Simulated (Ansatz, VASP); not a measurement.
**One calculation of Zr2BiN2, two programs**

```
CELL_PARAMETERS angstrom
5.15048 0.00000 0.00000
0.00000 5.15048 0.00000
0.00000 0.00000 6.80677
ATOMIC_POSITIONS crystal
Zr 0.25650 0.50000 0.00000
Zr 0.74350 0.50000 0.00000
Zr 0.50000 0.25650 0.50000
Zr 0.50000 0.74350 0.50000
Bi 0.00000 0.00000 0.75000
Bi 0.00000 0.00000 0.25000
N 0.50000 0.12110 0.00000
N 0.50000 0.87890 0.00000
N 0.87890 0.50000 0.50000
N 0.12110 0.50000 0.50000
```

Change from the starting cell: species swapped into the YbB2C2 type (P4_2/mmc, No. 131).

Alike in both runs: functional PBE; k mesh 4 × 4 × 2; occupations gaussian, width 0.1 eV; no spin polarisation.

Ansatz relaxed the structure, and its values are those at the end. VASP's run is a single point on that final structure, the one shown.

|  | VASP | Ansatz |
| --- | --- | --- |
| version | VASP 6.6.1 | Ansatz 0.2.0 |
| potentials or method | VASP PAW PBE potentials, release 64 (Zr_sv, Bi_d, N) | scalar-relativistic, plane waves, PAW |
| plane-wave cutoff (eV) | 520 | 420 |
| valence electrons in the cell | 98 | 98 |

|  | VASP | Ansatz | Ansatz less VASP |
| --- | --- | --- | --- |
| gap on the k mesh at the Fermi level (eV) | none | none | - |
| pressure (GPa) | 0.1 | 0.0 | -0.14 |
| rms of the force components (eV/Å) | 0.067 | 0.001 | -0.0659 |

A gap of «none» marks a metal or a gap that the smearing closes. The functional is the same, so the differences come from potentials, cutoffs and numerics.

Caveats: the k mesh is coarse (spacing up to 0.46 Å⁻¹), so the values aren't converged; the standard files for N, O and F lose accuracy on very short bonds; spin-orbit coupling is left out, which moves the levels of the heavy elements.
